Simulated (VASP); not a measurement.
All values below come from LDA (Ceperley-Alder, Perdew-Zunger), VASP's LDA PAW potentials (set 64) (plane waves; VASP 6.6.1).

VASP input:

File POSCAR:
```
TiAl
1
    2.7671388120     0.0000000000     0.0000000000
    0.0000000000     2.7671388120     0.0000000000
    0.0000000000    -0.0000000000     3.9877426378
Ti Al
1 1
Direct
  0.5000000000   0.5000000000   0.5000000000
  0.0000000000   0.0000000000   0.0000000000
```

File KPOINTS:
```
K-points
0
Gamma
 15 15 10
```

INCAR:
```
! general
SYSTEM   =  TiAl
PREC     =  Accurate
ENCUT    =  400   ! plane-wave cut-off (eV)
LREAL    =  F   ! projection in real space or not
LASPH    =  T   ! aspherical one-centre terms

! electronic loop
EDIFF    =  1E-7   ! SCF stop (eV)
NELM     =  100
ALGO     =  Normal
LMAXMIX  =  4   ! l cut-off of mixed one-centre charges

! smearing
ISMEAR   =  -5

! ions
ISIF     =  2   ! forces and stress, cell fixed

! output
LWAVE    =  F
LCHARG   =  T
LORBIT   =  11
NEDOS    =  601   ! DOS grid
```

POTCAR, in this order: Ti_sv Al (LDA.64 set). Program: vasp_std.

The resulting files:

### OSZICAR
```
       N       E                     dE             d eps       ncg     rms          rms(c)
DAV:   1     0.874478542318E+02    0.87448E+02   -0.67669E+03  4785   0.116E+03
DAV:   2    -0.604264901453E+01   -0.93491E+02   -0.91030E+02  4838   0.313E+02
DAV:   3    -0.144992609379E+02   -0.84566E+01   -0.82584E+01  8498   0.859E+01
DAV:   4    -0.150771225970E+02   -0.57786E+00   -0.57467E+00  6098   0.177E+01
DAV:   5    -0.151002528707E+02   -0.23130E-01   -0.23104E-01  6654   0.348E+00    0.101E+01
DAV:   6    -0.137391730709E+02    0.13611E+01   -0.11330E+01  5861   0.374E+01    0.329E+00
DAV:   7    -0.136018295858E+02    0.13734E+00   -0.10335E+00  5463   0.111E+01    0.203E+00
DAV:   8    -0.135833054543E+02    0.18524E-01   -0.12526E-01  5299   0.366E+00    0.432E-01
DAV:   9    -0.135820252095E+02    0.12802E-02   -0.19491E-02  5675   0.188E+00    0.237E-01
DAV:  10    -0.135820810316E+02   -0.55822E-04   -0.13430E-03  5973   0.386E-01    0.572E-02
DAV:  11    -0.135821181048E+02   -0.37073E-04   -0.26614E-04  6066   0.187E-01    0.341E-02
DAV:  12    -0.135821185069E+02   -0.40217E-06   -0.17651E-05  5524   0.498E-02    0.114E-02
DAV:  13    -0.135821190171E+02   -0.51015E-06   -0.10431E-06  5595   0.122E-02    0.377E-03
DAV:  14    -0.135821191139E+02   -0.96791E-07   -0.20775E-07  4683   0.529E-03
   1 F= -.13582119E+02 E0= -.13582119E+02  d E =0.000000E+00
```

OUTCAR:
```
------------------------ aborting loop because EDIFF is reached ----------------------------------------
  FORCE on cell =-STRESS in cart. coord.  units (eV):
  Direction    XX          YY          ZZ          XY          YZ          ZX
  --------------------------------------------------------------------------------------
  Total        0.0035690      0.0035690      0.0624326      0.0000000     -0.0000000      0.0000000
  in kB        0.1872710      0.1872710      3.2759187      0.0000000     -0.0000000      0.0000000
  external PRESSURE =       1.2168202 kB  Pullay stress =       0.0000000 kB
  volume of cell :       30.53
      direct lattice vectors                 reciprocal lattice vectors
     2.767138812  0.000000000  0.000000000     0.361384111  0.000000000  0.000000000
     0.000000000  2.767138812  0.000000000     0.000000000  0.361384111  0.000000000
     0.000000000  0.000000000  3.987742638     0.000000000  0.000000000  0.250768440
 POSITION                                       TOTAL-FORCE (eV/Angst)
 -----------------------------------------------------------------------------------
      1.38357      1.38357      1.99387         0.000000      0.000000      0.000000
      0.00000      0.00000      0.00000         0.000000      0.000000      0.000000
 -----------------------------------------------------------------------------------
    total drift:                                0.000000     -0.000000     -0.000000
  FREE ENERGIE OF THE ION-ELECTRON SYSTEM (eV)
  ---------------------------------------------------
  free  energy   TOTEN  =       -13.5821191139 eV

  energy  without entropy=      -13.5821191139  energy(sigma->0) =      -13.58211911

 total charge

# of ion       s       p       d       tot
------------------------------------------
    1        2.211   6.132   2.035  10.378
    2        0.425   0.448   0.000   0.873
--------------------------------------------------
tot          2.636   6.580   2.035  11.251
```
(Selected blocks of OUTCAR.)

For a metal the tetrahedron method with Blöchl corrections gives inexact stress and forces.

The structure comes from a computed database's TiAl entry (P4/mmm); how it stands against other phases isn't given here. It was relaxed first. The electron count is odd and the run is not spin-polarised, which forces a metal.
